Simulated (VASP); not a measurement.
Calculation: revTPSS meta-GGA, VASP's PBE PAW potentials (set 64) (plane waves; VASP).

A VASP calculation is set up with these files.

### INCAR
```
SYSTEM = AgCl
PREC = Accurate; ENCUT = 520; LREAL = F
LASPH = T
EDIFF = 1E-7; NELM = 100; ALGO = Normal
LMAXMIX = 4; LMIXTAU = T
ISMEAR = -5
METAGGA = RTPSS
ISIF = 2
LWAVE = F; LCHARG = F; LORBIT = 11
NEDOS = 601
```

**KPOINTS**
```
Automatic mesh
0
Gamma
9 9 9
0 0 0
```

### POSCAR
```
AgCl
1
   -0.0000000000     2.7612802029     2.7612802029
    2.7612802029    -0.0000000000     2.7612802029
    2.7612802029     2.7612802029    -0.0000000000
Ag Cl
1 1
Direct
  1.0000000000   0.0000000000   0.0000000000
  0.5000000000   0.5000000000   0.5000000000
```

**KPOINTS_OPT**
```
k-points along high-symmetry lines
10
Line-mode
Reciprocal
  0.000000   0.000000   0.000000 ! GAMMA
  0.500000   0.000000   0.500000 ! X

  0.500000   0.000000   0.500000 ! X
  0.625000   0.250000   0.625000 ! U

  0.375000   0.375000   0.750000 ! K
  0.000000   0.000000   0.000000 ! GAMMA

  0.000000   0.000000   0.000000 ! GAMMA
  0.500000   0.500000   0.500000 ! L

  0.500000   0.500000   0.500000 ! L
  0.500000   0.250000   0.750000 ! W

  0.500000   0.250000   0.750000 ! W
  0.500000   0.000000   0.500000 ! X
```

POTCAR, in this order: Ag Cl (PBE.64 set). Program: vasp_std.

Output of the run:

### OSZICAR
```
       N       E                     dE             d eps       ncg     rms          rms(c)
DAV:   1     0.114286990655E+03    0.11429E+03   -0.88945E+03   934   0.127E+03
DAV:   2     0.998536555591E+01   -0.10430E+03   -0.98108E+02  1090   0.261E+02
DAV:   3     0.583847366312E+01   -0.41469E+01   -0.41293E+01  1070   0.564E+01
DAV:   4     0.580303099883E+01   -0.35443E-01   -0.35439E-01  1040   0.563E+00
DAV:   5     0.580261209319E+01   -0.41891E-03   -0.41890E-03  1045   0.618E-01    0.751E+00
DAV:   6     0.961431284705E+01    0.38117E+01   -0.74216E+00   910   0.367E+01    0.548E+00
DAV:   7     0.944123087395E+01   -0.17308E+00   -0.10675E-01   945   0.318E+00    0.399E+00
DAV:   8     0.961751309432E+01    0.17628E+00   -0.34491E-01   930   0.636E+00    0.861E-01
DAV:   9     0.948781648402E+01   -0.12970E+00   -0.10303E-01   910   0.480E+00    0.452E-01
DAV:  10     0.948987702944E+01    0.20605E-02   -0.32973E-02   910   0.237E+00    0.374E-01
DAV:  11     0.105455673376E+02    0.10557E+01   -0.26973E+04   910   0.582E+05    0.411E-01
DAV:  12     0.948520920615E+01   -0.10604E+01   -0.76557E-01   910   0.145E+01    0.199E-01
DAV:  13     0.946141748246E+01   -0.23792E-01   -0.58694E-03   910   0.100E+00    0.757E-02
DAV:  14     0.946128290707E+01   -0.13458E-03   -0.18712E-04   980   0.195E-01    0.752E-02
DAV:  15     0.946126327153E+01   -0.19636E-04   -0.18601E-04   920   0.165E-01    0.322E-02
DAV:  16     0.946123423077E+01   -0.29041E-04   -0.42367E-05   915   0.997E-02    0.263E-02
DAV:  17     0.946122531398E+01   -0.89168E-05   -0.36224E-05   910   0.857E-02    0.945E-03
DAV:  18     0.946121693653E+01   -0.83774E-05   -0.27096E-06   955   0.236E-02    0.828E-03
DAV:  19     0.946121735936E+01    0.42283E-06   -0.55918E-07   980   0.103E-02    0.577E-03
DAV:  20     0.946121822585E+01    0.86648E-06   -0.32997E-07   917   0.915E-03    0.633E-03
DAV:  21     0.946121810404E+01   -0.12181E-06   -0.12367E-07   645   0.360E-03    0.527E-03
DAV:  22     0.946121769792E+01   -0.40611E-06   -0.97582E-07   925   0.902E-03    0.228E-03
DAV:  23     0.946121765296E+01   -0.44964E-07   -0.70165E-07   930   0.752E-03
   1 F= 0.94612177E+01 E0= 0.94612177E+01  d E =0.000000E+00
       N       E                     dE             ncg
       N       E                     dE             ncg
```

### OUTCAR
```
------------------------ aborting loop because EDIFF is reached ----------------------------------------
  FORCE on cell =-STRESS in cart. coord.  units (eV):
  Direction    XX          YY          ZZ          XY          YZ          ZX
  --------------------------------------------------------------------------------------
  Total       -0.0114118     -0.0114118     -0.0114118     -0.0000000      0.0000000     -0.0000000
  in kB       -0.4342122     -0.4342122     -0.4342122     -0.0000000      0.0000000     -0.0000000
  external PRESSURE =      -0.4342122 kB  Pullay stress =       0.0000000 kB
  volume of cell :       42.11
      direct lattice vectors                 reciprocal lattice vectors
     0.000000000  2.761280203  2.761280203    -0.181075430  0.181075430  0.181075430
     2.761280203  0.000000000  2.761280203     0.181075430 -0.181075430  0.181075430
     2.761280203  2.761280203  0.000000000     0.181075430  0.181075430 -0.181075430
  FREE ENERGIE OF THE ION-ELECTRON SYSTEM (eV)
  ---------------------------------------------------
  free  energy   TOTEN  =         9.4612176530 eV

  energy  without entropy=        9.4612176530  energy(sigma->0) =        9.46121765

 total charge

# of ion       s       p       d       tot
------------------------------------------
    1        0.199   0.140   9.347   9.686
    2        1.581   3.464   0.000   5.044
--------------------------------------------------
tot          1.780   3.604   9.347  14.731
```
(Selected blocks of OUTCAR.)

The compound is AgCl in the rock salt structure. It was relaxed first.
